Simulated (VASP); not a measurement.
Input for VASP

**KPOINTS**
```
Automatic mesh
0
gamma
  9 9 9
```

File POSCAR:
```
InP
1
   -0.0000000000     2.9388307768     2.9388307768
    2.9388307768    -0.0000000000     2.9388307768
    2.9388307768     2.9388307768    -0.0000000000
In P
1 1
Direct
  0.0000000000   0.0000000000   0.0000000000
  0.2500000000   0.2500000000   0.2500000000
```

INCAR:
```
SYSTEM = InP
PREC = Accurate; ENCUT = 520; LREAL = .FALSE.
LASPH = .TRUE.
EDIFF = 1E-7; NELM = 100; ALGO = Normal
LMAXMIX = 4
ISMEAR = -5
GGA = PS
ISIF = 2
LWAVE = .FALSE.; LCHARG = .TRUE.; LORBIT = 11
NEDOS = 601
```

POTCAR, in this order: In_d P (PBE.64 set). Program: vasp_std.

### Question
Translate this PBEsol calculation to Quantum ESPRESSO's pw.x.

### Answer
One equivalent input (not run):
```
&CONTROL
  calculation = 'scf'
  pseudo_dir = './pseudo'
  outdir = './out'
  tprnfor = .true.
  tstress = .true.
/
&SYSTEM
  ibrav = 0
  nat = 2
  ntyp = 2
  ecutwfc = 70
  occupations = 'tetrahedra'
  input_dft = 'pbesol'
/
&ELECTRONS
  conv_thr = 7.3e-09
  electron_maxstep = 100
/
ATOMIC_SPECIES
  In 114.818 In.upf
  P 30.974 P.upf
CELL_PARAMETERS angstrom
    -0.0000000    2.9388308    2.9388308
     2.9388308   -0.0000000    2.9388308
     2.9388308    2.9388308   -0.0000000
ATOMIC_POSITIONS crystal
  In   0.0000000  0.0000000  0.0000000
  P    0.2500000  0.2500000  0.2500000
K_POINTS automatic
  9 9 9 0 0 0
```
What does not carry over: the potentials are each code's own (VASP's PAW set, PseudoDojo norm-conserving files in pw.x), so ENCUT and ecutwfc are chosen apart and not converted; conv_thr bounds pw.x's estimated SCF error, while EDIFF bounds the energy change between steps.

The compound is InP in the zinc blende structure. It was relaxed first.
